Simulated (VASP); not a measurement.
# TiSi2 with rev-vdW-DF2: from relaxation to properties, part 5 of 5

Wanted: the relaxed cell of TiSi2 and its properties. The start is a cell from a database of measured crystal structures.

VASP 6.6.1, plane waves and PAW; the level of theory is named at each step.

So far. Step 9 (Volume scan with rev-vdW-DF2 (run 3)): The run ends at a pressure of 3.08 GPa, with forces up to 0.0012 eV/Å.

**10. Volume scan with rev-vdW-DF2 (run 4)**

Level of this step: rev-vdW-DF2; plane waves and PAW (Ti_sv, Si) (VASP).

INCAR

```
SYSTEM = TiSi2
PREC = Accurate
ENCUT = 400
EDIFF = 1E-06
NELM = 100
ISMEAR = 0
SIGMA = 0.05
LREAL = .FALSE.
ALGO = Normal
GGA = MK
AGGAC = 0
LUSE_VDW = .TRUE.
PARAM1 = 0.1234
PARAM2 = 0.711357
ZAB_VDW = -1.8867
LASPH = .TRUE.
NBANDS = 26
LORBIT = 11
LWAVE = .FALSE.
LCHARG = .FALSE.
KPAR = 4
ISIF = 2
```

POSCAR

```
TiSi2
1.0
    0.0000000000      4.1320296154      4.2596087790
    2.4024027494      0.0000000000      4.2596087790
    2.4024027494      4.1320296154      0.0000000000
Ti Si
2 4
Direct
    0.7500000000      0.7500000000      0.7500000000
    0.5000000000      0.5000000000      0.5000000000
    0.0853890933      0.4146109067      0.0853890933
    0.4146109067      0.0853890933      0.4146109067
    0.1646109067      0.8353890933      0.1646109067
    0.8353890933      0.1646109067      0.8353890933
```

KPOINTS

```
Automatic mesh
0
Gamma
6 6 6
0 0 0
```

The projector-augmented-wave data sets are Ti_sv and Si (PBE family, release 64).

Started as:

```sh
$ mpirun -np 4 vasp_std
```

Log:

```text
[... set-up lines as in an earlier step ...]
 entering main loop
       N       E                     dE             d eps       ncg     rms          rms(c)
DAV:   1     0.353447763398E+03    0.35345E+03   -0.16642E+04  2392   0.137E+03
DAV:   2     0.936806204607E+01   -0.34408E+03   -0.33835E+03  2406   0.416E+02
DAV:   3    -0.320171683201E+02   -0.41385E+02   -0.40641E+02  4220   0.121E+02
DAV:   4    -0.348680826030E+02   -0.28509E+01   -0.28393E+01  3288   0.293E+01
[...]
DAV:  12    -0.316020244880E+02    0.47301E-04   -0.65332E-04  3450   0.191E-01    0.134E-02
DAV:  13    -0.316020218445E+02    0.26435E-05   -0.30782E-05  3290   0.476E-02    0.890E-03
DAV:  14    -0.316020213637E+02    0.48084E-06   -0.10253E-06  2292   0.890E-03
   1 F= -.31602021E+02 E0= -.31600640E+02  d E =-.276352E-02
```

Run time: 2.1 min. Hardware: 4 MPI ranks of Intel Xeon Platinum 8259CL at 2.50GHz (Skylake/Cascade Lake), shared host; peak memory 1.8 GiB; 5.5 min of CPU time.

Parts of OUTCAR (step 10):

```text
  Total        0.0143702      0.0524756      0.0098306      0.0000000      0.0000000      0.0000000
  in kB        0.2722475      0.9941665      0.1862442      0.0000000      0.0000000      0.0000000
  external PRESSURE =       0.4842194 kB  Pullay stress =       0.0000000 kB

 POSITION                                       TOTAL-FORCE (eV/Angst)
 -----------------------------------------------------------------------------------
      3.60360      6.19804      6.38941         0.000000     -0.000000     -0.000000
      2.40240      4.13203      4.25961        -0.000000     -0.000000      0.000000
      1.20120      0.70566      2.12980        -0.000000      0.001041      0.000000
      1.20120      3.42637      2.12980        -0.000000     -0.001041      0.000000
      2.40240      1.36035      4.25961         0.000000     -0.001041      0.000000
      2.40240      6.90370      4.25961         0.000000      0.001041      0.000000
 -----------------------------------------------------------------------------------
    total drift:                               -0.000000     -0.000000      0.000000

  FREE ENERGIE OF THE ION-ELECTRON SYSTEM (eV)
  ---------------------------------------------------
  free  energy   TOTEN  =       -31.6020213637 eV

  energy  without entropy=      -31.5992578455  energy(sigma->0) =      -31.60063960

[... 2 parts as in an earlier step ...]

[... 1 further part left out ...]
[key lines of the parts left out:]
E-fermi :  10.0869
```

The pressure falls from 3.08 to 0.05 GPa.

The run ends at a pressure of 0.05 GPa, with forces up to 0.0010 eV/Å.

**11. Volume scan with rev-vdW-DF2 (run 5)**

INCAR is that of step 10.

Edit POSCAR of step 10 so:

```diff
@@ -2,5 +2,5 @@
 1.0
-    0.0000000000      4.1320296154      4.2596087790
-    2.4024027494      0.0000000000      4.2596087790
-    2.4024027494      4.1320296154      0.0000000000
+    0.0000000000      4.1593948474      4.2878189308
+    2.4183131651      0.0000000000      4.2878189308
+    2.4183131651      4.1593948474      0.0000000000
 Ti Si
```

KPOINTS is that of step 10.

Started as:

```sh
$ mpirun -np 4 vasp_std
```

Log:

```text
[... set-up lines as in an earlier step ...]
 entering main loop
       N       E                     dE             d eps       ncg     rms          rms(c)
DAV:   1     0.348704243675E+03    0.34870E+03   -0.16534E+04  2392   0.135E+03
DAV:   2     0.854699874149E+01   -0.34016E+03   -0.33437E+03  2410   0.412E+02
DAV:   3    -0.321445474101E+02   -0.40692E+02   -0.40054E+02  4254   0.119E+02
DAV:   4    -0.349493323220E+02   -0.28048E+01   -0.27970E+01  3296   0.289E+01
[...]
DAV:  12    -0.315906559392E+02    0.59276E-04   -0.76542E-04  3502   0.204E-01    0.138E-02
DAV:  13    -0.315906534272E+02    0.25120E-05   -0.31158E-05  3282   0.477E-02    0.919E-03
DAV:  14    -0.315906530200E+02    0.40719E-06   -0.12284E-06  2362   0.991E-03
   1 F= -.31590653E+02 E0= -.31589196E+02  d E =-.291483E-02
```

It took 2.1 min on 4 MPI ranks; peak memory 1.8 GiB.

Parts of OUTCAR (step 11):

```text
  Total       -1.3962431     -1.1879047     -1.7447705      0.0000000      0.0000000      0.0000000
  in kB      -25.9335815    -22.0639392    -32.4070710      0.0000000      0.0000000      0.0000000
  external PRESSURE =     -26.8015305 kB  Pullay stress =       0.0000000 kB

 POSITION                                       TOTAL-FORCE (eV/Angst)
 -----------------------------------------------------------------------------------
      3.62747      6.23909      6.43173         0.000000      0.000000     -0.000000
      2.41831      4.15939      4.28782        -0.000000     -0.000000     -0.000000
      1.20916      0.71033      2.14391        -0.000000      0.002645      0.000000
      1.20916      3.44906      2.14391        -0.000000     -0.002645      0.000000
      2.41831      1.36936      4.28782         0.000000     -0.002645      0.000000
      2.41831      6.94943      4.28782         0.000000      0.002645      0.000000
 -----------------------------------------------------------------------------------
    total drift:                               -0.000000     -0.000000      0.000000

  FREE ENERGIE OF THE ION-ELECTRON SYSTEM (eV)
  ---------------------------------------------------
  free  energy   TOTEN  =       -31.5906530200 eV

  energy  without entropy=      -31.5877381851  energy(sigma->0) =      -31.58919560

[... 1 part as in an earlier step ...]

[... 2 further parts left out ...]
[key lines of the parts left out:]
E-fermi :   9.8510
```

The pressure falls from 0.05 to -2.68 GPa.

The run ends at a pressure of -2.68 GPa, with forces up to 0.0026 eV/Å.

**12. Volume scan with rev-vdW-DF2 (run 6)**

INCAR is that of step 11.

Edit POSCAR of step 11 so:

```diff
@@ -2,5 +2,5 @@
 1.0
-    0.0000000000      4.1593948474      4.2878189308
-    2.4183131651      0.0000000000      4.2878189308
-    2.4183131651      4.1593948474      0.0000000000
+    0.0000000000      4.1864046617      4.3156626910
+    2.4340169373      0.0000000000      4.3156626910
+    2.4340169373      4.1864046617      0.0000000000
 Ti Si
```

KPOINTS is that of step 11.

Started as:

```sh
$ mpirun -np 4 vasp_std
```

Log:

```text
[... set-up lines as in an earlier step ...]
 entering main loop
       N       E                     dE             d eps       ncg     rms          rms(c)
DAV:   1     0.348939350875E+03    0.34894E+03   -0.16519E+04  2392   0.135E+03
DAV:   2     0.891079225053E+01   -0.34003E+03   -0.33416E+03  2406   0.411E+02
DAV:   3    -0.320163011041E+02   -0.40927E+02   -0.40212E+02  4258   0.120E+02
DAV:   4    -0.349787612418E+02   -0.29625E+01   -0.29541E+01  3296   0.294E+01
[...]
DAV:  12    -0.315518668491E+02    0.64087E-04   -0.83054E-04  3488   0.209E-01    0.142E-02
DAV:  13    -0.315518641793E+02    0.26698E-05   -0.33325E-05  3296   0.483E-02    0.879E-03
DAV:  14    -0.315518638294E+02    0.34983E-06   -0.11334E-06  2292   0.952E-03
   1 F= -.31551864E+02 E0= -.31550325E+02  d E =-.307762E-02
```

The job ended after 2.1 min (4 MPI ranks; peak memory 1.8 GiB; 5.7 min of CPU time).

From OUTCAR (step 12):

```text
  Total       -2.7144278     -2.3477493     -3.3909253      0.0000000      0.0000000      0.0000000
  in kB      -49.4477557    -42.7681048    -61.7712680      0.0000000      0.0000000      0.0000000
  external PRESSURE =     -51.3290428 kB  Pullay stress =       0.0000000 kB

 POSITION                                       TOTAL-FORCE (eV/Angst)
 -----------------------------------------------------------------------------------
      3.65103      6.27961      6.47349         0.000000      0.000000      0.000000
      2.43402      4.18640      4.31566        -0.000000     -0.000000      0.000000
      1.21701      0.71495      2.15783        -0.000000      0.003484     -0.000000
      1.21701      3.47146      2.15783        -0.000000     -0.003484     -0.000000
      2.43402      1.37826      4.31566         0.000000     -0.003484      0.000000
      2.43402      6.99455      4.31566         0.000000      0.003484      0.000000
 -----------------------------------------------------------------------------------
    total drift:                               -0.000000     -0.000000      0.000000

  FREE ENERGIE OF THE ION-ELECTRON SYSTEM (eV)
  ---------------------------------------------------
  free  energy   TOTEN  =       -31.5518638294 eV

  energy  without entropy=      -31.5487862087  energy(sigma->0) =      -31.55032502

[... 1 part as in an earlier step ...]

[... 2 further parts left out ...]
[key lines of the parts left out:]
E-fermi :   9.6226
```

The pressure falls from -2.68 to -5.13 GPa.

The run ends at a pressure of -5.13 GPa, with forces up to 0.0035 eV/Å.

**13. Volume scan with rev-vdW-DF2 (run 7)**

A prediction first. A parabola through the 6 pressures of evenly scaled cells so far, P = 0.04 -144.4 t +322 t² GPa with t = ln(V/V₁) and V₁ the volume at scale 1, gives -7.28 GPa at t = +0.0583.

INCAR is that of step 12.

Edit POSCAR of step 12 so:

```diff
@@ -2,5 +2,5 @@
 1.0
-    0.0000000000      4.1864046617      4.3156626910
-    2.4340169373      0.0000000000      4.3156626910
-    2.4340169373      4.1864046617      0.0000000000
+    0.0000000000      4.2130703785      4.3431517296
+    2.4495206479      0.0000000000      4.3431517296
+    2.4495206479      4.2130703785      0.0000000000
 Ti Si
```

KPOINTS is that of step 12.

Started as:

```sh
$ mpirun -np 4 vasp_std
```

Log:

```text
[... set-up lines as in an earlier step ...]
 entering main loop
       N       E                     dE             d eps       ncg     rms          rms(c)
DAV:   1     0.346668298186E+03    0.34667E+03   -0.16588E+04  2392   0.135E+03
DAV:   2     0.809487510050E+01   -0.33857E+03   -0.33286E+03  2412   0.410E+02
DAV:   3    -0.320868530284E+02   -0.40182E+02   -0.39589E+02  4236   0.119E+02
DAV:   4    -0.350107331799E+02   -0.29239E+01   -0.29157E+01  3328   0.291E+01
[...]
DAV:  12    -0.314883787899E+02    0.75503E-04   -0.91470E-04  3522   0.214E-01    0.149E-02
DAV:  13    -0.314883762822E+02    0.25077E-05   -0.38763E-05  3306   0.512E-02    0.888E-03
DAV:  14    -0.314883757134E+02    0.56878E-06   -0.16429E-06  2348   0.111E-02
   1 F= -.31488376E+02 E0= -.31486752E+02  d E =-.324764E-02
```

Wall time 2.4 min (4 MPI ranks); peak memory 2 GiB; 6.3 min of CPU time.

OUTCAR, selected parts (step 13):

```text
  Total       -3.9485216     -3.4336459     -4.9366130      0.0000000      0.0000000      0.0000000
  in kB      -70.5716513    -61.3693140    -88.2317410      0.0000000      0.0000000      0.0000000
  external PRESSURE =     -73.3909021 kB  Pullay stress =       0.0000000 kB

 POSITION                                       TOTAL-FORCE (eV/Angst)
 -----------------------------------------------------------------------------------
      3.67428      6.31961      6.51473         0.000000      0.000000     -0.000000
      2.44952      4.21307      4.34315        -0.000000     -0.000000     -0.000000
      1.22476      0.71950      2.17158         0.000000      0.004043      0.000000
      1.22476      3.49357      2.17158         0.000000     -0.004043      0.000000
      2.44952      1.38703      4.34315         0.000000     -0.004043      0.000000
      2.44952      7.03911      4.34315         0.000000      0.004043      0.000000
 -----------------------------------------------------------------------------------
    total drift:                               -0.000000     -0.000000      0.000000

  FREE ENERGIE OF THE ION-ELECTRON SYSTEM (eV)
  ---------------------------------------------------
  free  energy   TOTEN  =       -31.4883757134 eV

  energy  without entropy=      -31.4851280693  energy(sigma->0) =      -31.48675189

[... 1 part as in an earlier step ...]

[... 2 further parts left out ...]
[key lines of the parts left out:]
E-fermi :   9.4014
```

The pressure falls from -5.13 to -7.34 GPa. The parabola predicted -7.28 GPa, +0.06 GPa off.

**14. The series together**

Times are for 4 MPI ranks of Intel Xeon Platinum 8259CL at 2.50GHz (Skylake/Cascade Lake), shared host. The series side by side:

```csv
no.,volume scale,energy above the lowest point (meV/atom),pressure (GPa),time,memory (GiB)
1,0.94,27.14,10.22,2 min,1.8
2,0.96,12.01,6.463,2 min,1.8
3,0.98,3.17,3.083,2 min,1.8
4,1,0,0.04842,2.1 min,1.8
5,1.02,1.91,-2.680,2.1 min,1.8
6,1.04,8.39,-5.133,2.1 min,1.8
7,1.06,18.98,-7.339,2.4 min,2.0
```

**15. Fit for rev-vdW-DF2**

This step: Birch-Murnaghan fit, rev-vdW-DF2; plane waves and PAW (VASP 6.6.1).

No new run; the numbers come from the runs before.

This step gave:

```yaml
pressure_derivative_of_the_bulk_modulus: 4.331
r_m_s_error_of_the_fit: 3.45e-6 eV/atom
minimum_inside_the_sampled_range: yes
bulk_modulus: 143.0 GPa
equilibrium_volume_of_the_fit: 14.13 Å³/atom
```

The energy above the fitted minimum by volume:

```
volume (Å³/atom)  energy above the fitted minimum (eV/atom)
          13.249                                     0.0272
          13.531                                     0.0120
          13.813                                    0.00320
          14.095                                     3.2e-5
          14.377                                    0.00194
          14.659                                    0.00842
          14.940                                     0.0190
```

The fitted volume lies +0.22 % from the relaxed one. At a finite cutoff and mesh the minimum of the energy and the zero of the stress don't quite coincide, and the relaxation stops at a threshold.

**16. Self-consistent run (rev-vdW-DF2), changed input**

This step: rev-vdW-DF2, DFT+U; plane waves and PAW (Ti_sv, Si) (VASP 6.6.1).

This run is made with a changed input; what comes of it follows.

Edit INCAR of step 13 so:

```diff
@@ -4,3 +4,3 @@
 EDIFF = 1E-06
-NELM = 100
+NELM = 55
 ISMEAR = 0
@@ -22 +22,5 @@
 ISIF = 2
+LDAU = .TRUE.
+LDAUTYPE = 2
+LDAUL = 2 2 2 2 2
+LDAUU = 4
```

Edit POSCAR of step 13 so:

```diff
@@ -2,5 +2,5 @@
 1.0
-    0.0000000000      4.2130703785      4.3431517296
-    2.4495206479      0.0000000000      4.3431517296
-    2.4495206479      4.2130703785      0.0000000000
+    0.0000000000      4.1320296154      4.2596087790
+    2.4024027494      0.0000000000      4.2596087790
+    2.4024027494      4.1320296154      0.0000000000
 Ti Si
```

KPOINTS is that of step 13.

Started as:

```sh
$ mpirun -np 4 vasp_std
```

Log:

```text
[banner, memory and clock lines left out]
running    4 mpi-ranks, on    1 nodes
[...]
|                                                                             |
|               ----> ADVICE to this user running VASP <----                  |
|                                                                             |
|     You have switched on vdW-DFT.                                           |
|     This routine was written and supplied by Jiri Klimes. We recommend      |
|     that you carefully read and cite the following publications:            |
|       J. Klimes, D.R. Bowler, A. Michelides                                 |
|          J. Phys.: Cond Matt. 22 022201 (2010)                              |
|       J. Klimes, D.R. Bowler, A. Michelides                                 |
|          Phys. Rev. B. 83, 195131 (2011)                                    |
|     and references therein.                                                 |
|                                                                             |

|                                                                             |
|               ----> ADVICE to this user running VASP <----                  |
|                                                                             |
|     You enforced a specific xc type in the INCAR file but a different       |
|     [... a line on the potential file left out ...]
|     I HOPE YOU KNOW WHAT YOU ARE DOING!                                     |
|                                                                             |

|                                                                             |
|     EEEEEEE  RRRRRR   RRRRRR   OOOOOOO  RRRRRR      ###     ###     ###     |
|     E        R     R  R     R  O     O  R     R     ###     ###     ###     |
|     E        R     R  R     R  O     O  R     R     ###     ###     ###     |
|     EEEEE    RRRRRR   RRRRRR   O     O  RRRRRR       #       #       #      |
|     E        R   R    R   R    O     O  R   R                               |
|     E        R    R   R    R   O     O  R    R      ###     ###     ###     |
|     EEEEEEE  R     R  R     R  OOOOOOO  R     R     ###     ###     ###     |
|                                                                             |
|     Error reading item LDAUU from file INCAR.                               |
|     Error code was IERR= 5 ... .                                            |
|                                                                             |
|       ---->  I REFUSE TO CONTINUE WITH THIS SICK JOB ... BYE!!! <----       |
|                                                                             |

1
1
1
1
```

It took 4.8 s on 4 MPI ranks.

VASP stopped before it finished a first electronic cycle.

VASP's message: “Error reading item LDAUU from file INCAR. Error code was IERR= 5 ... .”. No number of this run is used.

The fault in the input: wrong count of Hubbard values (LDAU = true, LDAUTYPE = 2, LDAUL = "2 2 2 2 2" and LDAUU = "4"). LDAUL, LDAUU and LDAUJ need one entry a species.

**17. Summary of results**

```yaml
relaxed_volume: 14.09 Å³/atom
relaxed_conventional_cell_a_b_c: 4.805, 8.264, 8.519 Å
space_group_after_relaxing_within_0p02_a: Fddd (No. 70)
band_gap: none, a metal
dos_at_the_fermi_level: 2.35 states/eV/cell
bulk_modulus_from_the_fit: 143 GPa
volume_from_the_fit: 14.1 Å³/atom
```

With rev-vdW-DF2, TiSi2 relaxes to 14.09 Å³/atom in space group Fddd (held by the symmetry of the run), comes out as a metal and has a bulk modulus of 143 GPa at fixed shape and positions, an upper bound. Against the listed cell the volume lies -0.3 % (a +0.1 %, b under 0.05 %, c -0.4 %). Bands along the symmetry lines (rev-vdW-DF2): Of the bands kept, 4 cross the Fermi level on this path. The k-sampling is coarse for a metal, so the Fermi level, pressures and the shape of the cell carry errors. No search among competing phases was made, and a listed structure need not be the one stable at ambient conditions. All values are for a static lattice at zero temperature.

[Lines on the potential files, build, host, timing and source positions are cut from VASP's logs without a mark.]

[Logs are printed without paths, hosts, clocks, repeated set-up lines and the standing remarks that a program may print on its own settings, such as how far it seeks lower states.]

[Hosts, paths, dates, database ids (printed as entryN), source tags and the programs' standing remarks are cut or masked in the printed files.]

[A measured line is paired with the nearest computed mode of its activity, which favours agreement.]
